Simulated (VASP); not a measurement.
These are PBE GGA with D3 dispersion (Becke-Johnson damping), VASP's PBE PAW potentials (set 64) (plane waves; VASP) values and carry that method's errors.

VASP input:

INCAR:
```
SYSTEM = GaN
PREC = Accurate; ENCUT = 520; LREAL = F
LASPH = T; ICHARG = 11
EDIFF = 1E-7; NELM = 100; ALGO = Normal
LMAXMIX = 4
ISMEAR = 0; SIGMA = 0.05
GGA = PE; IVDW = 12
LWAVE = F; LCHARG = F; LORBIT = 11
```

POSCAR:
```
GaN
1
    0.0000000000     2.2591379393     2.2591379393
    2.2591379393     0.0000000000     2.2591379393
    2.2591379393     2.2591379393    -0.0000000000
Ga N
1 1
Direct
  0.0000000000   0.0000000000   0.0000000000
  0.2500000000   0.2500000000   0.2500000000
```

**KPOINTS**
```
k-points along high-symmetry lines
15
Line-mode
Reciprocal
  0.000000   0.000000   0.000000 ! GAMMA
 -0.500000  -0.500000   0.000000 ! X

 -0.500000  -0.500000   0.000000 ! X
 -0.375000  -0.375000   0.250000 ! U

 -0.375000   0.000000   0.375000 ! K
  0.000000   0.000000   0.000000 ! GAMMA

  0.000000   0.000000   0.000000 ! GAMMA
  0.000000   0.000000   0.500000 ! L

  0.000000   0.000000   0.500000 ! L
 -0.500000  -0.250000   0.250000 ! W

 -0.500000  -0.250000   0.250000 ! W
 -0.500000  -0.500000   0.000000 ! X
```

POTCAR, in this order: Ga_d N (PBE.64 set). Program: vasp_std. Read from the step before: CHGCAR.

Output

### OSZICAR
```
       N       E                     dE             d eps       ncg     rms          rms(c)
DAV:   1     0.846122228601E+02    0.84612E+02   -0.98306E+03  2510   0.250E+03
DAV:   2    -0.443359678889E+01   -0.89046E+02   -0.83304E+02  2715   0.362E+02
DAV:   3    -0.108198601720E+02   -0.63863E+01   -0.62481E+01  2635   0.829E+01
DAV:   4    -0.109232346015E+02   -0.10337E+00   -0.10332E+00  2819   0.113E+01
DAV:   5    -0.109247523154E+02   -0.15177E-02   -0.15176E-02  2575   0.118E+00
DAV:   6    -0.109248084111E+02   -0.56096E-04   -0.56095E-04  3165   0.200E-01
DAV:   7    -0.109248096383E+02   -0.12272E-05   -0.12271E-05  2584   0.217E-02
DAV:   8    -0.109248096995E+02   -0.61259E-07   -0.61258E-07  2325   0.397E-03
   1 F= -.11429083E+02 E0= -.11429083E+02  d E =-.108211E-10
```

OUTCAR:
```
 val. band max:        5.1998247719   @ k =   0.0000   0.0000   0.0000

 cond. band min:       6.8759665336   @ k =   0.0000   0.0000   0.0000



 k-point     1 :       0.0000    0.0000    0.0000
  band No.  band energies     occupation
      1     -10.6698      2.00000
      2      -8.2357      2.00000
      3      -8.2357      2.00000
      4      -8.2357      2.00000
      5      -7.9235      2.00000
      6      -7.9235      2.00000
      7       5.1998      2.00000
      8       5.1998      2.00000
      9       5.1998      2.00000
     10       6.8760      0.00000
     11      15.4551      0.00000
     12      15.4551      0.00000
     13      15.4551      0.00000

 k-point     2 :      -0.0357   -0.0357    0.0000
  band No.  band energies     occupation
      1     -10.6507      2.00000
      2      -8.2324      2.00000
      3      -8.2324      2.00000
      4      -8.2313      2.00000
      5      -7.9250      2.00000
      6      -7.9226      2.00000
      7       4.9871      2.00000
      8       5.1577      2.00000
      9       5.1577      2.00000
     10       7.0952      0.00000
     11      15.3313      0.00000
     12      15.4980      0.00000
     13      15.4980      0.00000

 k-point     3 :      -0.0714   -0.0714    0.0000
  band No.  band energies     occupation
      1     -10.5948      2.00000
      2      -8.2226      2.00000
      3      -8.2226      2.00000
      4      -8.2176      2.00000
      5      -7.9291      2.00000
      6      -7.9198      2.00000
      7       4.5260      2.00000
      8       5.0354      2.00000
      9       5.0354      2.00000
     10       7.5721      0.00000
     11      14.9945      0.00000
     12      15.6236      0.00000
     13      15.6236      0.00000

 k-point     4 :      -0.1071   -0.1071    0.0000
  band No.  band energies     occupation
      1     -10.5057      2.00000
      2      -8.2067      2.00000
      3      -8.2067      2.00000
      4      -8.1926      2.00000
...
```

The density is held fixed in this step, so its total energy and stress have no physical meaning.

The compound is GaN in the zinc blende structure, a metastable form; wurtzite is the usual one. It was relaxed first.
